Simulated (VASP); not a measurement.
Consider the following.

```
AlGa3N4
1.0
    5.14069     0.00000    -0.00020
    0.00000     3.16454     0.00000
   -0.00392     0.00000     5.47637
Al Ga N
1 3 4
Direct
  0.00066   0.50000   0.66741
  0.49912   0.50000   0.33498
  0.49908   0.00000   0.83145
  0.99974   0.00000   0.16621
  0.11968   0.50000   0.34004
  0.11770   0.00000   0.82641
  0.62027   0.00000   0.16617
  0.63115   0.50000   0.66733
```

Method: PBEsol GGA, VASP's PBE PAW potentials (set 64) (plane waves; VASP). Settings: 520 eV cut-off, 6×9×5 Γ-centred mesh, Gaussian smearing of 0.010 eV, potentials Al Ga_d N.

### Question
What does the run give for the energy per atom (σ→0), band gap (on the k-mesh) with the smallest direct gap where there is one?

### Answer

```yaml
band gap (on the k-mesh): 2.38 eV
smallest direct gap (on the k-mesh): 2.38 eV
energy per atom (σ→0): -6.878 eV/atom
```

Total energies compare only between runs with the same potentials, cut-off and functional.

The structure comes from a computed database's AlGa3N4 entry (Pm); how it stands against other phases isn't given here. It was relaxed first.
